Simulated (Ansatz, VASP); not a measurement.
**Two plane-wave programs on HfHF3**

```xyz
5
Lattice="3.5903 0.0000 0.0000 0.0000 3.5903 0.0000 0.0000 0.0000 3.5903" Properties=species:S:1:pos:R:3 pbc="T T T"
Hf    1.7951    1.7951    1.7951
H     0.0000    0.0000    0.0000
F     1.7951    0.0000    0.0000
F     0.0000    1.7951    0.0000
F     0.0000    0.0000    1.7951
```

Change from the starting cell: species swapped into the Mn3SnH type (Pm-3m, No. 221).

Alike in both runs: functional PBE; k mesh 6 × 6 × 6; occupations gaussian, width 0.1 eV; no spin polarisation.

Ansatz relaxed the structure, and its values are those at the end. VASP's run is a single point on that final structure, the one shown.

|  | VASP | Ansatz |
| --- | --- | --- |
| version | VASP 6.6.1 | Ansatz 0.2.0 |
| potentials or method | VASP PAW PBE potentials, release 64 (Hf_pv, H, F) | scalar-relativistic, plane waves, PAW |
| plane-wave cutoff (eV) | 520 | 420 |
| valence electrons in the cell | 32 | 48 |

|  | VASP | Ansatz | Ansatz less VASP |
| --- | --- | --- | --- |
| gap on the k mesh at the Fermi level (eV) | none | none | - |
| pressure (GPa) | -1.7 | 0.0 | +1.75 |

A gap of «none» marks a metal or a gap that the smearing closes. The functional is the same, so the differences come from potentials, cutoffs and numerics. The two sets of potentials don't hold the same shells in valence.

Spin-orbit coupling is left out, which matters for the levels of Hf.
